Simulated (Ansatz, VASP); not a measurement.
**Ta8C8F (a cell with a defect): VASP beside Ansatz**

```xyz
17
Lattice="0.0000 4.4540 4.4540 4.4540 0.0000 4.4540 4.4540 4.4540 0.0000" Properties=species:S:1:pos:R:3 pbc="T T T"
Ta   -0.0130   -0.0096   -0.0180
Ta    2.2371    2.2404   -0.0180
Ta    2.2375   -0.0100    2.2323
Ta    4.3668    2.3147    2.3061
Ta   -0.0130    2.2405    2.2323
Ta    2.3113    4.3701    2.3065
Ta    2.3117    2.3147    4.3615
Ta    4.3668    4.3698    4.3615
C     2.2163    2.2194    2.2110
C     4.4620    4.4652    2.2110
C     4.4621    2.2194    4.4569
C     6.7759    4.3596    4.3511
C     2.2163    4.4652    4.4568
C     4.3564    6.7791    4.3513
C     4.3566    4.3597    6.7706
C     6.7758    6.7790    6.7706
F     5.5663    5.5692    5.5609
```

Alike in both runs: functional PBE; k mesh 2 × 2 × 2; occupations fermi-dirac, width 0.1 eV; no spin polarisation.

Ansatz relaxed the structure, and its values are those at the end. VASP's run is a single point on that final structure, the one shown.

|  | VASP | Ansatz |
| --- | --- | --- |
| version | VASP 6.6.1 | Ansatz 0.2.0 |
| potentials or method | VASP PAW PBE potentials, release 64 (Ta_pv, C, F) | scalar-relativistic, plane waves, PAW |
| plane-wave cutoff (eV) | 520 | 420 |
| valence electrons in the cell | 127 | 143 |

```tsv
	VASP	Ansatz	Ansatz less VASP
rms of the force components (eV/Å)	0.023	0.022	-0.0015
```

With one functional, cell and mesh, what is left measures potentials, basis and numerics. The two sets of potentials don't hold the same shells in valence.

Caveats: the k mesh is coarse (spacing up to 0.61 Å⁻¹), so the values aren't converged; an odd number of electrons without spin polarisation forces a metal; a magnetic or distorted state may lie lower. Spin-orbit coupling is left out, which matters for the levels of Ta.
